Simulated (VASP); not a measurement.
A convergence study with VASP on BAs (zinc blende): one setting is varied, all else stays as given below, so the limit is that of these other settings. Each run relaxes cell and ions from the cell shown. The basis is that of the starting cell, so low cut-offs carry a Pulay error.

```
CELL_PARAMETERS angstrom
      0.00000     2.39000     2.39000
      2.39000     0.00000     2.39000
      2.39000     2.39000     0.00000
ATOMIC_POSITIONS crystal
  B  0.00000 0.00000 0.00000
  As 0.25000 0.25000 0.25000
```

All values below come from PBEsol GGA, VASP's PBE PAW potentials (set 64) (plane waves; VASP). The tightest run used: 800 eV cut-off, 8×8×8 Γ-centred mesh, Gaussian smearing of 0.050 eV, potentials B As.

Gaps are read on the run's mesh, which can miss a band edge.

```
setting      relaxed volume (Å³/atom)  E (eV/atom)  gap on the mesh (eV)  plane waves
-----------  ------------------------  -----------  --------------------  -----------
ENCUT = 250                    13.429      -6.0744                 1.073          259
ENCUT = 300                    13.569      -6.0951                 1.087          332
ENCUT = 350                    13.616      -6.0996                 1.091          416
```

Q: These are the cheaper rows. Estimate the results at ENCUT = 800, and how far the last row shown lies from them.

A: 
```
quantity                  tightest run  last row shown is off by
------------------------  ------------  ------------------------
relaxed volume (Å³/atom)        13.633                    -0.016
E (eV/atom)                    -6.1016                    0.0020
gap on the mesh (eV)             1.093                    -0.002
```

Left out are rungs that failed or repeat a setting and relaxations that didn't move; long series are thinned to 24 rows.

The compound is BAs in the zinc blende structure.
